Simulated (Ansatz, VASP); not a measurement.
# Cross-check of SrCl2 between VASP and Ansatz

One calculation is typed for both programs; each brings its own data sets. How far apart do they land? The cell is taken from a series of runs on this material, whose earlier steps may have relaxed, scaled, displaced or heated it; both programs get it as it stands.

Method: plane waves, with VASP 6.6.1 beside it; zone-centre phonons at PBE, in Ansatz 0.2.0.

### Step 1. The starting structure

It takes space group Fm-3m (No. 225, cubic). Conventional cell: a = 7.111 Å, b = 7.111 Å, c = 7.111 Å, α = 90.00°, β = 90.00°, γ = 90.00°. Nearest to Sr lie 8 Cl at 3.08 Å. Cl has 4 Sr at 3.08 Å nearest. Farther neighbours and most contacts between anions are not listed.

### Step 2. Ansatz: zone-centre phonons, PBE

Ansatz runs on its default PAW (the set named soft_2) files.

Second derivatives magnify differences that forces hide, and they need a tight electronic threshold.

File input.yaml:

```yaml
crystal:
  lattice:
    - [0.0, 3.5553383147, 3.5553383147]
    - [3.5553383147, 0.0, 3.5553383147]
    - [3.5553383147, 3.5553383147, 0.0]
  atoms:
    - { symbol: Sr, position: [0.0, 0.0, 0.0] }
    - { symbol: Cl, position: [0.25, 0.25, 0.25] }
    - { symbol: Cl, position: [0.75, 0.75, 0.75] }
kpoints:
  mp_grid: { grid: [6, 6, 6] }
hamiltonian:
  xc: pbe
scf:
  occupations: { method: fixed }
output:
  eigenvalues: true
phonons:
  method: dfpt
  dielectric: true
  rigid_motions: translations
  qmesh: [2, 2, 2]
  temperatures: { t_max: 1000, t_step: 50 }
  qpath:
    path:
      - [[0.0, 0.0, 0.0], [0.5, 0.0, 0.5], [0.625, 0.25, 0.625]]
      - [[0.375, 0.375, 0.75], [0.0, 0.0, 0.0], [0.5, 0.5, 0.5], [0.5, 0.25, 0.75], [0.5, 0.0, 0.5]]
    npoints: 10
```

The run is started by

```bash
ansatz run input.yaml --threads 4 --pin off --max-ram 8192MiB --backend cpu --events-out ev --progress --plain --runs-dir out
```

Numbers of over 12 decimals in the logs are rounded to 6 here.

The program printed:

```text
Warning: phonons: the dynamical matrix that this run interpolates holds no multipole term above the dipole-dipole one, and a site of this crystal is no centre of inversion, so its interpolated transverse optical and acoustic branches and sound speeds can stay off near Gamma, and the density of states and the thermodynamics with them. What a run solves at a wave vector of phonons.qpoints, Gamma apart, where the deck admits one, is free of this, and under fd what a larger phonons.supercell samples
Engine: ansatz 0.2.0, aarch64-unknown-linux-gnu
Pseudopotentials: kind: paw
Pseudopotential: Sr, paw, valence charge 10, recommended cutoff 420 eV (normal), Sr.paw.azcp
Pseudopotential: Cl, paw, valence charge 7, recommended cutoff 420 eV (normal), Cl.paw.azcp
Functional definition: PBE
  parameter kappa = 0.804
  parameter beta = 0.066725
  exchange = pbe_x(kappa = kappa, mu = beta*pi^2/3)
  correlation = pbe_c(beta = beta)
Crystal: 3 atoms, lattice volume = 89.882 Å³
Basis set: ecut = 420 eV, 1807 PW (Γ), exchange–correlation on 72×72×72 points (8 copies of the dense FFT grid, shifted against one another)
Bands: 16, of which v1, the nominal top of the filled ones, is band 12 counted from 1 (11 counted from 0)
Symmetry: 48 space group operations
k-points: 46 of 216 (irreducible under 4 space group operations, time reversal used)
Non-local potential: Sr, projectors of the file, l = 0: 3, l = 1: 2, l = 2: 2
Non-local potential: Cl, projectors of the file, l = 0: 2, l = 1: 2, l = 2: 2
PAW form: soft (Blöchl's): semilocal exchange-correlation on the pseudo side does not see the compensation charge
PAW one-centre angular grid: Sr, 110 points (default); XC on 64 Gauss nodes
PAW one-centre angular grid: Cl, 110 points (default); XC on 64 Gauss nodes
Initial density: superposition of atomic densities (neutral atoms: chi_scale 0, normalization atom), corrected by the library's trained network
Initial wavefunctions: pseudopotential atomic-orbital guess
Functional: x = pbe(κ = 0.804, μ = 0.219515), c = pbe(β = 0.066725)
SCF iter   1: F=—  HF=-5710.722528 eV  |F-HF|=—  |Δ(HF+E_count)|=         —  Δρ=4.00e-4  dr2=1.33e-4  ethr=1.77e-3  ⟨swp⟩=6.8  Hψ=4375  notcnv=0  defer=68
preconditioner: auto → none  [insulator: Δε(μ)=5.122 eV  Ē_g=13.930 eV  n_scr=14 (ndim 8)  ℏωp=18.4 eV  f_vac=0.098  ε∞_Penn≈2.7]
SCF iter   2: F=—  HF=-5710.724195 eV  |F-HF|=—  |Δ(HF+E_count)|=   1.67e-3  Δρ=2.35e-4  dr2=4.11e-5  ethr=5.54e-7  ⟨swp⟩=3.1  Hψ=2271  notcnv=0  defer=89
SCF iter   3: F=—  HF=-5710.724201 eV  |F-HF|=—  |Δ(HF+E_count)|=   5.68e-6  Δρ=1.24e-4  dr2=5.94e-6  ethr=1.71e-7  ⟨swp⟩=2.0  Hψ=1026  notcnv=0  defer=78
SCF iter   4: F=—  HF=-5710.724232 eV  |F-HF|=—  |Δ(HF+E_count)|=   3.10e-5  Δρ=4.66e-5  dr2=2.32e-6  ethr=2.48e-8  ⟨swp⟩=2.0  Hψ=1296  notcnv=0  defer=70
SCF iter   5: F=—  HF=-5710.724233 eV  |F-HF|=—  |Δ(HF+E_count)|=   8.23e-7  Δρ=2.51e-5  dr2=6.45e-7  ethr=9.65e-9  ⟨swp⟩=2.0  Hψ=1033  notcnv=0  defer=8
SCF iter   6: F=—  HF=-5710.724233 eV  |F-HF|=—  |Δ(HF+E_count)|=   1.44e-7  Δρ=1.11e-5  dr2=1.20e-7  ethr=2.69e-9  ⟨swp⟩=2.8  Hψ=1145  notcnv=0  defer=9
SCF iter   7: F=—  HF=-5710.724233 eV  |F-HF|=—  |Δ(HF+E_count)|=   2.97e-8  Δρ=2.70e-6  dr2=7.27e-9  ethr=4.99e-10  ⟨swp⟩=2.0  Hψ=1017  notcnv=0  defer=9
SCF iter   8: F=-5710.724233 eV  HF=-5710.724233 eV  |F-HF|=4.37e-11  |Δ(HF+E_count)|=   1.72e-9  Δρ=3.24e-7  dr2=8.39e-11  ethr=1.00e-12  ⟨swp⟩=9.5  Hψ=6271  notcnv=0
SCF 1 converged in 8 iterations: F = -5710.724233 eV  dr2 = 8.39e-11
  greatest PAW one-centre occupation: 0.986 electrons in one spin orbital (limit 2), on the Sr atom at site 0 (counted from 0), in its partial waves of l = 0
NSCF: frozen V_eff on 2 k-points
DFPT response loops at Γ: preconditioner auto → none (the input reference at scf.mixing.eps_inf says where Resta's filter doesn't serve); β = 0.50; Broyden in place of MSR1
NSCF: frozen V_eff on 16 k-points
NSCF: frozen V_eff on 136 k-points
DFPT response loops at q = (0, 0, -0.5) (fractional): preconditioner auto → Resta (q_TF=auto, 2.189 Å⁻¹)  ε∞=3.4 (no band partly filled); β = 1.00, the filter's whole step (`scf.mixing.beta` (0.50) is not read by the response loops at its default; to damp them type it under 1.00, their step now; it binds the ground state too); Broyden in place of MSR1
NSCF: frozen V_eff on 92 k-points
DFPT response loops at q = (0, -0.5, -0.5) (fractional): preconditioner auto → none (the input reference at scf.mixing.eps_inf says where Resta's filter doesn't serve); β = 0.50; Broyden in place of MSR1
SCF converged after 8 iterations
Free energy (F): -5710.724233 eV
Harris-Foulkes:  -5710.724233 eV  (|F-HF|=4.37e-11)
Internal energy: -5710.724233 eV  (E = F + TS)
E sigma→0 (E₀):  -5710.724233 eV
Fermi energy:    2.575212 eV
--- Per-component energies (eV) ---
  E_band       = -159.284562
  E_kinetic    = 566.753977
  E_local      = -1216.402217  (includes V_loc(G=0)·N_el)
  E_nonlocal   = 258.620215
  E_hartree    = 336.650342
  E_xc         = -388.368291
  E_vxc        = -407.052571  (∫ρ·V_xc dr)
  E_paw        = -4013.304851  (= ΣΔE_a)
  E_vpaw       = -34.505051  (= ΣTr[D̂ρ^β])
  E_aug_tail   = 0.000180  (compensation charges beyond the density's cutoff)
  E_ewald      = -1254.673588
  E_smearing   = -0.000000  (= −TS)
  E_closure    = 0.000000  (closes the sum)
  Σ components = -5710.724233   (vs F -5710.724233, Δ=0.00e0)
--- Band table (eV; the first three rows and the last of 46) ---
  k-point 0: bands = [... 8 lower, 0.6464, 2.2626, 2.2626, 2.2626, 7.6986, 8.6859, 8.6859, 11.4524]
  k-point 1: bands = [... 8 lower, 0.8064, 1.9760, 2.1290, 2.1290, 8.2676, 8.8658, 8.8658, 10.4561]
  k-point 2: bands = [... 8 lower, 1.1097, 1.4999, 1.8268, 1.8268, 9.1519, 9.1519, 9.2463, 10.3210]
  k-point 45: bands = [... 8 lower, 1.3824, 1.4878, 2.2064, 2.2898, 8.7955, 9.4593, 9.7440, 9.8943]
--- Phonons (Γ-DFPT): 2 representative perturbations + reference, on 46 of 216 k-points (Σ response iterations 6) ---
  k mesh reduced under 4 symmetry operations, with k and −k counted as one. Each operation leaves every solved perturbation unchanged. A smaller set is not considered because the run solves the response to a homogeneous field
  ASR residual: 6.551e-4 → 0.000e0 eV/Å²; symmetrization residual: 1.537e-6 eV/Å²
  ASR residual per site (eV/Å²): 6.55e-4 3.61e-4 3.61e-4
  Γ frequencies (cm⁻¹): 0.00 0.00 0.00 114.92 114.92 114.92 162.51 162.51 162.51
  ε∞ (high-frequency dielectric tensor):
        2.837909    -0.000000    -0.000000
        0.000000     2.837909     0.000000
        0.000000     0.000000     2.837909
  ε⁰ (static dielectric tensor: ions relaxed, cell fixed):
        9.439393     0.000000     0.000000
        0.000000     9.439393     0.000000
        0.000000     0.000000     9.439393
  ε⁰ − ε∞ (ionic part):
        6.601484     0.000000     0.000000
        0.000000     6.601484     0.000000
        0.000000     0.000000     6.601484
  softest optical mode at Γ: 114.92 cm⁻¹; the repairs (sum rule, projections) moved no ω² at Γ by more than (1.70 cm⁻¹)²
  Born effective charges Z* (e; rows j = field, columns β = displacement):
    site 0:
         2.49812    0.00000   -0.00000
         0.00000    2.49812    0.00000
         0.00000   -0.00000    2.49812
    site 1:
        -1.24906    0.00000    0.00000
        -0.00000   -1.24906   -0.00000
         0.00000    0.00000   -1.24906
    site 2:
        -1.24906   -0.00000    0.00000
        -0.00000   -1.24906   -0.00000
         0.00000    0.00000   -1.24906
  Z* charge neutrality: 2.666e-5 e pre-enforcement
  k-mesh period / interband length: 30.2 Å / 1.27 Å = 23.75 at k = (0.0000, 0.0000, 0.0000), direct gap 5.436 eV — 14 or more, which is no proof of convergence
  optical modes at Γ without the LO–TO term, one row a degenerate level:
      ω (cm⁻¹)  modes    IR ((D/Å)²/amu)
        114.92      3            11.0216
        162.51      3             0.0000
  optical modes at Γ + LO–TO along q̂ = [1.0000, 0.0000, 0.0000]:
      ω (cm⁻¹)  modes    IR ((D/Å)²/amu)
        114.92      2             7.3477
        162.51      3             0.0000
        209.58      1             3.6739
  optical modes at Γ + LO–TO along q̂ = [0.0000, 1.0000, 0.0000]:
      ω (cm⁻¹)  modes    IR ((D/Å)²/amu)
        114.92      2             7.3477
        162.51      3             0.0000
        209.58      1             3.6739
  optical modes at Γ + LO–TO along q̂ = [0.0000, 0.0000, 1.0000]:
      ω (cm⁻¹)  modes    IR ((D/Å)²/amu)
        114.92      2             7.3477
        162.51      3             0.0000
        209.58      1             3.6739
--- Phonons (arbitrary-q DFPT): 3 irreducible q on the 2×2×2 mesh ---
  q = [0.0000, 0.0000, 0.0000] (star 1, of the zone-centre solve; hermiticity 1.25e-6, symmetrization 7.47e-8): -0.00 0.00 0.00 114.92 114.92 114.92 162.51 162.51 162.51
  q = [0.0000, 0.0000, -0.5000] (star 4, 2 solved perturbations on 68 of 216 k-point pairs; hermiticity 6.65e-7, symmetrization 1.27e-13): 61.66 61.66 109.30 135.15 135.15 138.43 138.43 156.89 162.57
  q = [0.0000, -0.5000, -0.5000] (star 3, 4 solved perturbations in 152 linear systems a pass and spin channel, the states on 46 of 216 k-point pairs; hermiticity 1.48e-7, symmetrization 1.26e-13): 51.37 70.59 70.59 81.09 81.09 139.71 168.31 168.31 193.31
  sum rule: each row above includes the acoustic sum rule's correction from the zone centre's row sums; it moved no ω² by more than (1.66 cm⁻¹)²
  mesh force constants: q→R imaginary residual 4.11e-17; ASR residual 6.551e-4 → 0.000e0 eV/Å²; symmetrization residual 1.332e-15 eV/Å²
  interpolated dispersion: 63 rows × 9 modes
  density of states and harmonic sums: on the 16×16×16 q-mesh, interpolated from the force constants of a 2×2×2 supercell (with the dipole–dipole term)
  largest difference from the sums on the solved wave vectors: F 7.54e-2 eV, S 1.08e-4 and C_V 3.22e-5 eV/K
  zero-point energy: 0.066202 eV/cell   skipped modes (ω ≤ 0): 3   left out of the sums: 8.14e-5 of the cell's modes: C_V's classical limit lies that fraction below 3 k_B per atom; for a crystal, a wire or a layer, F and S can be off by more, and a phonons.interpolated_qmesh denser along its periods is the remedy for the sampling
```

The column dr2 measures how far the density is from self-consistency, as an energy; F and HF (Harris–Foulkes) agree once it is small.

[end of part 1 of 3]

[Lines on the potential files, build, host, timing and source positions are cut from VASP's logs without a mark.]

[Logs are printed without paths, hosts, clocks, repeated set-up lines and the standing remarks that a program may print on its own settings, such as how far it seeks lower states.]

[Hosts, paths, dates, database ids (printed as entryN), source tags and the programs' standing remarks are cut or masked in the printed files.]
